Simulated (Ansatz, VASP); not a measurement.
One calculation of KMgBr3, two programs

```
K Mg Br
1.0
     5.46226    0.00000    0.00000
     0.00000    5.46226    0.00000
     0.00000    0.00000    5.46226
K Mg Br
1 1 3
Direct
  0.00000 0.00000 0.00000
  0.50000 0.50000 0.50000
  0.50000 0.50000 0.00000
  0.50000 0.00000 0.50000
  0.00000 0.50000 0.50000
```

Change from the starting cell: hydrostatic strain +3.0%.

Alike in both runs: task single point; functional PBE; k mesh 6 × 6 × 6; occupations fermi-dirac, width 0.02 eV; no spin polarisation.

```csv
,VASP,Ansatz
version,VASP 6.6.1,Ansatz 0.2.0
potentials or method,"VASP PAW PBE potentials, release 64 (K_sv, Mg, Br)","plane waves, PAW"
plane-wave cutoff (eV),520,420
valence electrons in the cell,32,40
```

Ansatz gave:

* gap on the k mesh at the Fermi level (eV): 2.46
* pressure (GPa): -1.2

Task: What did VASP give for the same quantities?

Result: gap on the k mesh at the Fermi level (eV): 2.43; pressure (GPa): -1.3.

The functional is the same, so the differences come from potentials, cutoffs and numerics. The two sets of potentials don't hold the same shells in valence.

A k mesh can miss the band edges.
